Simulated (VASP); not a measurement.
Computed with PBE GGA, VASP's PBE PAW potentials (set 64) (plane waves; VASP).

Input for VASP

**POSCAR**
```
Tl28Br26
1.0
 12.1499839509   0.0000000000   0.0000000000
  0.0000000000  12.1499839509   0.0000000000
  0.0000000000   0.0000000000  12.1499839509
Tl Br
28 26
Cartesian
  0.0000000000   0.0000000000   0.0000000000
  0.0000000000   0.0000000000   4.0499906003
  0.0000000000   0.0000000000   8.0999933506
  0.0000000000   4.0499906003   0.0000000000
  0.0000000000   4.0499906003   4.0499906003
  0.0000000000   4.0499906003   8.0999933506
  0.0000000000   8.0999933506   0.0000000000
  0.0000000000   8.0999933506   4.0499906003
  0.0000000000   8.0999933506   8.0999933506
  4.0499906003   0.0000000000   0.0000000000
  4.0499906003   0.0000000000   4.0499906003
  4.0499906003   0.0000000000   8.0999933506
  4.0499906003   4.0499906003   0.0000000000
  4.0499906003   4.0499906003   4.0499906003
  6.0657215377   6.0721245792   6.0528547047
  4.0499906003   4.0499906003   8.0999933506
  4.0499906003   8.0999933506   0.0000000000
  4.0499906003   8.0999933506   4.0499906003
  4.0499906003   8.0999933506   8.0999933506
  8.0999933506   0.0000000000   0.0000000000
  8.0999933506   0.0000000000   4.0499906003
  8.0999933506   0.0000000000   8.0999933506
  8.0999933506   4.0499906003   0.0000000000
  8.0999933506   4.0499906003   4.0499906003
  8.0999933506   4.0499906003   8.0999933506
  8.0999933506   8.0999933506   0.0000000000
  8.0999933506   8.0999933506   4.0499906003
  8.0999933506   8.0999933506   8.0999933506
  2.0250013751   2.0250013751   2.0250013751
  2.0250013751   2.0250013751   6.0749919754
  2.0250013751   2.0250013751  10.1249825758
  2.0250013751   6.0749919754   2.0250013751
  2.0250013751   6.0749919754   6.0749919754
  2.0250013751   6.0749919754  10.1249825758
  2.0250013751  10.1249825758   2.0250013751
  2.0250013751  10.1249825758   6.0749919754
  2.0250013751  10.1249825758  10.1249825758
  6.0749919754   2.0250013751   2.0250013751
  6.0749919754   2.0250013751   6.0749919754
  6.0749919754   2.0250013751  10.1249825758
  6.0749919754   6.0749919754   2.0250013751
  6.0749919754   6.0749919754  10.1249825758
  6.0749919754  10.1249825758   2.0250013751
  6.0749919754  10.1249825758   6.0749919754
  6.0749919754  10.1249825758  10.1249825758
 10.1249825758   2.0250013751   2.0250013751
 10.1249825758   2.0250013751   6.0749919754
 10.1249825758   2.0250013751  10.1249825758
 10.1249825758   6.0749919754   2.0250013751
 10.1249825758   6.0749919754   6.0749919754
 10.1249825758   6.0749919754  10.1249825758
 10.1249825758  10.1249825758   2.0250013751
 10.1249825758  10.1249825758   6.0749919754
 10.1249825758  10.1249825758  10.1249825758
```

KPOINTS:
```
Automatic
0
gamma
1 1 1
```

**INCAR**
```
# general
SYSTEM  = Tl28Br26
PREC    = Normal
ENCUT   = 400
LREAL   = Auto
LASPH   = .True.
ISYM    = 0

# electronic loop
EDIFF   = 1E-5
NELM    = 100
NELMIN  = 4
ALGO    = Fast
LMAXMIX = 4

# smearing
ISMEAR  = 0
SIGMA   = 0.05

# functional
GGA     = PE

# ions
IBRION  = 2
NSW     = 60
ISIF    = 2
EDIFFG  = -0.03

# output
LWAVE   = .False.
LCHARG  = .False.
```

POTCAR, in this order: Tl_d Br (PBE.64 set). Program: vasp_gam.

Output of the run:

### OSZICAR
```
...
       N       E                     dE             d eps       ncg     rms          rms(c)
DAV:   1    -0.146404671443E+03    0.25594E-01   -0.25488E+01   664   0.617E+00    0.540E-01
RMM:   2    -0.146426390154E+03   -0.21719E-01   -0.23035E-01   656   0.100E+00    0.147E-01
RMM:   3    -0.146429804041E+03   -0.34139E-02   -0.37345E-02   656   0.411E-01    0.134E-01
RMM:   4    -0.146430372963E+03   -0.56892E-03   -0.72222E-03   663   0.164E-01    0.102E-01
RMM:   5    -0.146430540451E+03   -0.16749E-03   -0.20536E-03   668   0.837E-02    0.439E-02
RMM:   6    -0.146430573205E+03   -0.32754E-04   -0.38839E-04   644   0.369E-02    0.105E-02
RMM:   7    -0.146430583918E+03   -0.10713E-04   -0.11612E-04   563   0.196E-02    0.809E-03
RMM:   8    -0.146430585869E+03   -0.19514E-05   -0.24166E-05   418   0.895E-03
   7 F= -.14643059E+03 E0= -.14639202E+03  d E =-.798684E-01
       N       E                     dE             d eps       ncg     rms          rms(c)
DAV:   1    -0.146425273465E+03    0.53105E-02   -0.60195E+00   672   0.303E+00    0.266E-01
RMM:   2    -0.146430390404E+03   -0.51169E-02   -0.54306E-02   656   0.488E-01    0.721E-02
RMM:   3    -0.146431194513E+03   -0.80411E-03   -0.88195E-03   656   0.200E-01    0.637E-02
RMM:   4    -0.146431333498E+03   -0.13898E-03   -0.17527E-03   666   0.795E-02    0.492E-02
RMM:   5    -0.146431368940E+03   -0.35442E-04   -0.43470E-04   656   0.388E-02    0.221E-02
RMM:   6    -0.146431376421E+03   -0.74809E-05   -0.95008E-05   572   0.176E-02
   8 F= -.14643138E+03 E0= -.14639281E+03  d E =-.806589E-01
       N       E                     dE             d eps       ncg     rms          rms(c)
DAV:   1    -0.146430658574E+03    0.71037E-03   -0.61627E-01   672   0.961E-01    0.843E-02
RMM:   2    -0.146431181635E+03   -0.52306E-03   -0.55345E-03   656   0.156E-01    0.244E-02
RMM:   3    -0.146431262920E+03   -0.81285E-04   -0.89936E-04   656   0.636E-02    0.211E-02
RMM:   4    -0.146431276529E+03   -0.13608E-04   -0.17613E-04   588   0.254E-02    0.156E-02
RMM:   5    -0.146431280430E+03   -0.39014E-05   -0.48004E-05   466   0.127E-02
   9 F= -.14643128E+03 E0= -.14639272E+03  d E =-.805629E-01
       N       E                     dE             d eps       ncg     rms          rms(c)
DAV:   1    -0.146428219182E+03    0.30573E-02   -0.12279E+01   656   0.429E+00    0.287E-01
RMM:   2    -0.146438247574E+03   -0.10028E-01   -0.10385E-01   656   0.683E-01    0.917E-02
RMM:   3    -0.146439988122E+03   -0.17405E-02   -0.17827E-02   656   0.282E-01    0.706E-02
RMM:   4    -0.146440326516E+03   -0.33839E-03   -0.36386E-03   678   0.113E-01    0.683E-02
RMM:   5    -0.146440395677E+03   -0.69161E-04   -0.74848E-04   635   0.524E-02    0.513E-02
RMM:   6    -0.146440412082E+03   -0.16405E-04   -0.18549E-04   619   0.259E-02    0.157E-02
RMM:   7    -0.146440415389E+03   -0.33068E-05   -0.63148E-05   530   0.147E-02
  10 F= -.14644042E+03 E0= -.14640185E+03  d E =-.913496E-02
       N       E                     dE             d eps       ncg     rms          rms(c)
DAV:   1    -0.146440055954E+03    0.35613E-03   -0.13907E+00   672   0.145E+00    0.930E-02
RMM:   2    -0.146441208488E+03   -0.11525E-02   -0.11931E-02   656   0.232E-01    0.280E-02
RMM:   3    -0.146441409285E+03   -0.20080E-03   -0.20472E-03   656   0.959E-02    0.251E-02
RMM:   4    -0.146441448352E+03   -0.39067E-04   -0.41702E-04   634   0.386E-02    0.253E-02
RMM:   5    -0.146441456469E+03   -0.81167E-05   -0.86145E-05   522   0.178E-02
  11 F= -.14644146E+03 E0= -.14640290E+03  d E =-.101760E-01
       N       E                     dE             d eps       ncg     rms          rms(c)
DAV:   1    -0.146439637310E+03    0.18110E-02   -0.32659E+00   672   0.260E+00    0.408E-01
RMM:   2    -0.146445020312E+03   -0.53830E-02   -0.57911E-02   656   0.459E-01    0.739E-02
RMM:   3    -0.146445587911E+03   -0.56760E-03   -0.69533E-03   656   0.183E-01    0.980E-02
RMM:   4    -0.146445627516E+03   -0.39605E-04   -0.11661E-03   658   0.711E-02    0.666E-02
RMM:   5    -0.146445633580E+03   -0.60635E-05   -0.32840E-04   650   0.359E-02    0.278E-02
RMM:   6    -0.146445640473E+03   -0.68934E-05   -0.78943E-05   616   0.174E-02
  12 F= -.14644564E+03 E0= -.14640709E+03  d E =-.418400E-02
       N       E                     dE             d eps       ncg     rms          rms(c)
DAV:   1    -0.146445451000E+03    0.18258E-03   -0.45893E-01   688   0.975E-01    0.150E-01
RMM:   2    -0.146446214643E+03   -0.76364E-03   -0.82136E-03   656   0.172E-01    0.289E-02
RMM:   3    -0.146446293495E+03   -0.78852E-04   -0.98139E-04   656   0.686E-02    0.390E-02
RMM:   4    -0.146446298883E+03   -0.53887E-05   -0.16600E-04   645   0.267E-02    0.274E-02
RMM:   5    -0.146446299255E+03   -0.37147E-06   -0.47422E-05   552   0.135E-02
  13 F= -.14644630E+03 E0= -.14640776E+03  d E =-.484279E-02
       N       E                     dE             d eps       ncg     rms          rms(c)
DAV:   1    -0.146444030600E+03    0.22683E-02   -0.27411E+00   664   0.230E+00    0.317E-01
RMM:   2    -0.146447669557E+03   -0.36390E-02   -0.40029E-02   656   0.398E-01    0.655E-02
RMM:   3    -0.146448089288E+03   -0.41973E-03   -0.52005E-03   656   0.160E-01    0.810E-02
RMM:   4    -0.146448137786E+03   -0.48498E-04   -0.89380E-04   657   0.621E-02    0.720E-02
RMM:   5    -0.146448127077E+03    0.10709E-04   -0.28915E-04   655   0.325E-02    0.335E-02
RMM:   6    -0.146448130963E+03   -0.38861E-05   -0.94375E-05   576   0.166E-02
  14 F= -.14644813E+03 E0= -.14640962E+03  d E =-.183171E-02
       N       E                     dE             d eps       ncg     rms          rms(c)
DAV:   1    -0.146448102682E+03    0.24394E-04   -0.10305E-02   720   0.142E-01    0.222E-02
RMM:   2    -0.146448115623E+03   -0.12940E-04   -0.13776E-04   633   0.240E-02    0.507E-03
RMM:   3    -0.146448117106E+03   -0.14836E-05   -0.18672E-05   359   0.952E-03    0.447E-03
RMM:   4    -0.146448117229E+03   -0.12293E-06   -0.28908E-06   316   0.322E-03
  15 F= -.14644812E+03 E0= -.14640960E+03  d E =-.181797E-02
       N       E                     dE             d eps       ncg     rms          rms(c)
DAV:   1    -0.146448121817E+03   -0.47105E-05   -0.41503E-03   672   0.898E-02    0.141E-02
RMM:   2    -0.146448127508E+03   -0.56916E-05   -0.62346E-05   507   0.156E-02    0.215E-03
RMM:   3    -0.146448128151E+03   -0.64296E-06   -0.80197E-06   329   0.599E-03    0.280E-03
RMM:   4    -0.146448128199E+03   -0.48145E-07   -0.11496E-06   256   0.219E-03
  16 F= -.14644813E+03 E0= -.14640961E+03  d E =-.182894E-02
       N       E                     dE             d eps       ncg     rms          rms(c)
DAV:   1    -0.146446811053E+03    0.13171E-02   -0.13743E+00   664   0.157E+00    0.259E-01
RMM:   2    -0.146448796163E+03   -0.19851E-02   -0.22134E-02   656   0.276E-01    0.540E-02
RMM:   3    -0.146449007246E+03   -0.21108E-03   -0.27432E-03   656   0.110E-01    0.614E-02
RMM:   4    -0.146449039006E+03   -0.31760E-04   -0.50653E-04   671   0.433E-02    0.627E-02
RMM:   5    -0.146449026484E+03    0.12522E-04   -0.12664E-04   616   0.214E-02    0.367E-02
RMM:   6    -0.146449025224E+03    0.12604E-05   -0.83497E-05   535   0.130E-02
  17 F= -.14644903E+03 E0= -.14641058E+03  d E =-.897024E-03
       N       E                     dE             d eps       ncg     rms          rms(c)
DAV:   1    -0.146449028514E+03   -0.20300E-05   -0.49236E-03   712   0.937E-02    0.159E-02
RMM:   2    -0.146449035464E+03   -0.69500E-05   -0.90327E-05   549   0.171E-02    0.442E-03
RMM:   3    -0.146449036483E+03   -0.10184E-05   -0.11934E-05   340   0.679E-03    0.457E-03
RMM:   4    -0.146449036611E+03   -0.12807E-06   -0.18098E-06   294   0.248E-03
  18 F= -.14644904E+03 E0= -.14641060E+03  d E =-.908411E-03
```

File OUTCAR:
```
------------------------ aborting loop because EDIFF is reached ----------------------------------------
  FORCE on cell =-STRESS in cart. coord.  units (eV):
  Direction    XX          YY          ZZ          XY          YZ          ZX
  --------------------------------------------------------------------------------------
  Total        0.2685667      0.2273431     -0.0544418     -0.0025234      0.0034882      0.0560061
  in kB        0.2399030      0.2030791     -0.0486313     -0.0022541      0.0031159      0.0500287
  external PRESSURE =       0.1314503 kB  Pullay stress =       0.0000000 kB
  volume of cell :     1793.61
      direct lattice vectors                 reciprocal lattice vectors
    12.149983951  0.000000000  0.000000000     0.082304635  0.000000000  0.000000000
     0.000000000 12.149983951  0.000000000     0.000000000  0.082304635  0.000000000
     0.000000000  0.000000000 12.149983951     0.000000000  0.000000000  0.082304635
 POSITION                                       TOTAL-FORCE (eV/Angst)
 -----------------------------------------------------------------------------------
     12.14973     12.14995     12.14991        -0.001055     -0.000403     -0.000752
     12.14976      0.00000      4.01487         0.000746     -0.000563     -0.018848
     12.14953      0.00006      8.13621        -0.001061     -0.000747      0.016562
     12.14952      4.01384     12.14997        -0.000770     -0.019677      0.000510
      0.00688      4.02402      4.02990         0.006607     -0.003040     -0.002073
      0.00747      4.03125      8.12728        -0.003664      0.002282      0.001126
     12.14956      8.13612     12.14994        -0.000858      0.018899      0.000683
      0.00675      8.12593      4.02988         0.007540      0.002454     -0.001958
      0.00594      8.12042      8.12714        -0.001633     -0.004166      0.006275
      4.01380     12.14990      0.00023        -0.020503      0.000185     -0.000117
      4.02822     12.14979      4.02336        -0.002229      0.000310     -0.002475
      4.03412      0.00100      8.13345         0.004082      0.002548      0.001746
      4.02611      4.02703      0.00663        -0.003793     -0.011110      0.005904
      4.00466      4.00163      4.01400        -0.013664      0.012776     -0.001184
      6.05915      6.07568      6.03909         0.005655     -0.006966      0.004280
      4.01011      4.00993      8.13321         0.014052      0.013615     -0.009117
      4.02706      8.12380      0.00662        -0.012267      0.002829      0.006167
      4.00315      8.14582      4.01483         0.005538      0.002522     -0.009751
      4.01018      8.14008      8.13322         0.012773     -0.013942     -0.008890
      8.13641     12.14993      0.00053         0.018265     -0.000025     -0.001376
      8.13027     12.14965      4.03545        -0.005660      0.002312      0.007493
      8.11606      0.00101      8.13371        -0.005307      0.002651      0.003326
      8.12340      4.02633      0.00641         0.008001     -0.004644      0.003313
      8.14746      4.00281      4.01450        -0.005224      0.002987     -0.004099
      8.12868      4.02187      8.12776         0.016784     -0.018303      0.013860
      8.12313      8.12371      0.00640         0.010472      0.003092      0.003338
      8.14731      8.14710      4.01451        -0.004099     -0.003066     -0.004359
      8.12859      8.12812      8.12773         0.017460      0.017950      0.014319
      2.01879      2.01854      2.01778        -0.011348     -0.010253     -0.010042
      2.03233      2.03101      6.07389        -0.011184     -0.009892      0.003121
      2.02086      2.02052     10.12937         0.006812      0.007949     -0.004372
      2.03138      6.07443      2.03198        -0.010158     -0.000029     -0.008467
      2.02414      6.07485      6.07489        -0.009325     -0.000314      0.003378
      2.03309      6.07454     10.11789         0.001902     -0.002312      0.006009
      2.01872     10.13125      2.01809        -0.011436      0.009375     -0.011035
      2.03248     10.11879      6.07404        -0.011865      0.009317      0.002691
      2.02142     10.12847     10.12914         0.005246     -0.006705     -0.003485
      6.07432      2.03092      2.03227        -0.000672     -0.008730     -0.009343
      6.07444      2.02449      6.07481        -0.000145     -0.008064      0.002463
      6.07387      2.03269     10.11790        -0.004629     -0.001483      0.006745
      6.07463      6.07480      2.02808         0.000301     -0.000043      0.013862
      6.07549      6.07540     10.10544        -0.005629     -0.001564     -0.025367
      6.07398     10.11918      2.03174         0.001281      0.009852     -0.013368
      6.07443     10.12294      6.07469         0.000004      0.013284      0.002357
      6.07396     10.11788     10.11750        -0.004019      0.002956      0.006307
     10.12989      2.02001      2.01953        -0.006428      0.004082      0.004329
     10.11905      2.03180      6.07342         0.009135     -0.011837      0.002556
     10.12775      2.02196     10.12792        -0.006668      0.004921     -0.001229
     10.11906      6.07466      2.03247         0.006956     -0.000631     -0.009406
     10.12235      6.07490      6.07446         0.013933     -0.000190      0.001017
     10.11893      6.07485     10.11752         0.005776     -0.000163      0.011624
     10.12991     10.12984      2.01957        -0.006436     -0.005062      0.004069
     10.11912     10.11822      6.07336         0.009210      0.010606      0.002740
     10.12785     10.12796     10.12791        -0.006804     -0.005830     -0.001057
 -----------------------------------------------------------------------------------
    total drift:                                0.078602      0.027862     -0.080650
  FREE ENERGIE OF THE ION-ELECTRON SYSTEM (eV)
  ---------------------------------------------------
  free  energy   TOTEN  =      -146.4490366107 eV

  energy  without entropy=     -146.3721582887  energy(sigma->0) =     -146.41059745

 reached required accuracy - stopping structural energy minimisation
```
(Selected blocks of OUTCAR.)

File CONTCAR:
```
Tl28Br26
   1.00000000000000
    12.1499839508999994    0.0000000000000000    0.0000000000000000
     0.0000000000000000   12.1499839508999994    0.0000000000000000
     0.0000000000000000    0.0000000000000000   12.1499839508999994
  Tl              Br
    28    26
Direct
     0.9999790018156799    0.9999972803945848    0.9999941025292501
     0.9999818551688469    0.0000000726330276    0.3304424191980065
     0.9999628743047357    0.0000050424808545    0.6696475428146459
     0.9999616596963369    0.3303577601947618    0.9999988219675551
     0.0005659976682588    0.3311951120616508    0.3316795990307921
     0.0006151562110888    0.3317902988982937    0.6689131846944024
     0.9999653652741680    0.6696404223657823    0.9999966089729175
     0.0005558221647435    0.6688013026242935    0.3316774984882371
     0.0004891640050100    0.6683480046292378    0.6689016000279135
     0.3303540493521747    0.9999932539258981    0.0000187732104460
     0.3315414115657349    0.9999840005822667    0.3311410987922278
     0.3320267610911070    0.0000823596947161    0.6694204507932464
     0.3313672568811187    0.3314434767450521    0.0005458283918143
     0.3296017962901576    0.3293530078902747    0.3303711481958656
     0.4986965129600367    0.5000567502120548    0.4970449009081294
     0.3300507961543133    0.3300360048372464    0.6694012077375902
     0.3314457703771695    0.6686265846744938    0.0005452138280778
     0.3294779063252129    0.6704384480714576    0.3304392458094469
     0.3300560765032156    0.6699659646959226    0.6694019878568827
     0.6696643684937520    0.9999951828853602    0.0000439205767548
     0.6691587402217296    0.9999722000222309    0.3321361693482865
     0.6679896481785553    0.0000832926287203    0.6694420732567810
     0.6685934639341895    0.3313859779622185    0.0005271708718503
     0.6705740524050443    0.3294495144576419    0.3304118586570228
     0.6690284222847677    0.3310186594213250    0.6689520428509677
     0.6685716178472145    0.6686192867114369    0.0005266882048418
     0.6705611607777068    0.6705440768735197    0.3304128496809706
     0.6690208039470180    0.6689821782392634    0.6689497105924863
     0.1661555305907570    0.1661353488730656    0.1660727842625858
     0.1672705083748068    0.1671618928863604    0.4999096657286944
     0.1663264762974563    0.1662984874618531    0.8336942233312035
     0.1671920245956835    0.4999534936016273    0.1672416215947591
     0.1665959982059218    0.4999883285940933    0.4999917854581540
     0.1673328670566952    0.4999629871503067    0.8327494480004840
     0.1661499850389997    0.8338487495073658    0.1660979425899531
     0.1672828281413628    0.8328236496788692    0.4999212689072411
     0.1663720013972604    0.8336198835570511    0.8336752728290255
     0.4999444222227574    0.1671544267870281    0.1672653269691043
     0.4999546666605830    0.1666245400128197    0.4999850705652668
     0.4999073156700353    0.1672999786346480    0.8327504081492246
     0.4999700362456744    0.4999839978973249    0.1669207856398322
     0.5000413659033168    0.5000339269583073    0.8317248027576826
     0.4999168443634739    0.8328556164836423    0.1672218425578810
     0.4999540327426547    0.8331650616758892    0.4999752426646908
     0.4999148982990392    0.8327482099425187    0.8327173616198215
     0.8337371433337413    0.1662560629689872    0.1662164782924328
     0.8328449105652703    0.1672266908637564    0.4998709793557774
     0.8335603875710694    0.1664165917075009    0.8335744755878620
     0.8328454475715498    0.4999727240948518    0.1672820374781221
     0.8331166327111619    0.4999920814982401    0.4999562981995509
     0.8328352470051033    0.4999883355045036    0.8327189646015614
     0.8337383570103829    0.8337326906285571    0.1662203741887213
     0.8328507490073913    0.8327765082227843    0.4998656300360505
     0.8335688115187667    0.8335782179944609    0.8335741913469119
```

The supercell is sampled at Γ alone, which is coarse: total energies, pressure and levels can be off, energies of defects by several tenths of an eV.

The cell is a supercell with a defect, built from a database entry that may be metastable or hypothetical: Tl_Br. The run is not spin-polarised, so no state with unpaired spins was tried.
